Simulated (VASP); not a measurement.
Computed with rev-vdW-DF2, VASP's PBE PAW potentials (set 64) (plane waves; VASP).

VASP ran on this input.

INCAR:
```
SYSTEM = Te
PREC = Accurate; ENCUT = 520; LREAL = F
LASPH = T
EDIFF = 1E-7; NELM = 100; ALGO = Normal
LMAXMIX = 4
ISMEAR = 0; SIGMA = 0.05
GGA = MK; LUSE_VDW = T; AGGAC = 0.0
PARAM1 = 0.1234568; PARAM2 = 0.7114; ZAB_VDW = -1.8867
IBRION = 2; NSW = 30; ISIF = 4
EDIFFG = -0.01
LWAVE = F; LCHARG = F
```

**KPOINTS**
```
Automatic mesh
0
Gamma
6 6 4
0 0 0
```

POSCAR:
```
Te
1.0
  2.2418649049  -3.8830236252   0.0000000000
  2.2418649049   3.8830236252   0.0000000000
  0.0000000000   0.0000000000   6.1349990499
Te
3
Cart
  0.6235147290   1.0799591081   4.0900014116
  3.2367003518  -0.0000000000   0.0000000000
  0.6235147290  -1.0799591081   2.0449976383
```

POTCAR, in this order: Te (PBE.64 set). Program: vasp_std.

Unless said otherwise, spin-orbit coupling is left out, though it shifts the bands of the heavy elements here.

Task: Estimate the energy per atom (σ→0), band gap (on the k-mesh).

Result: 
```json
{
 "energy per atom (σ→0)": "-1.494 eV/atom",
 "band gap (on the k-mesh)": "0.20 eV"
}
```

File OSZICAR:
```
...
DAV:   1    -0.448247665815E+01   -0.24145E-03   -0.26867E-02   624   0.956E-01    0.791E-02
DAV:   2    -0.448247828206E+01   -0.16239E-05   -0.10537E-03   684   0.201E-01    0.416E-02
DAV:   3    -0.448244941629E+01    0.28866E-04   -0.55298E-05   704   0.505E-02    0.163E-02
DAV:   4    -0.448244928550E+01    0.13079E-06   -0.13411E-05   699   0.223E-02    0.489E-03
DAV:   5    -0.448244952282E+01   -0.23732E-06   -0.76806E-07   639   0.564E-03    0.453E-03
DAV:   6    -0.448244975417E+01   -0.23135E-06   -0.14652E-07   417   0.306E-03    0.123E-03
DAV:   7    -0.448244976682E+01   -0.12648E-07   -0.57277E-08   317   0.180E-03
   7 F= -.44824498E+01 E0= -.44824405E+01  d E =-.541703E-03
```

The compound is Te in the trig structure. This cell is one point of a volume scan, at 1.06 of the reference volume. Symmetry was kept, so distortions that lower it aren't found.
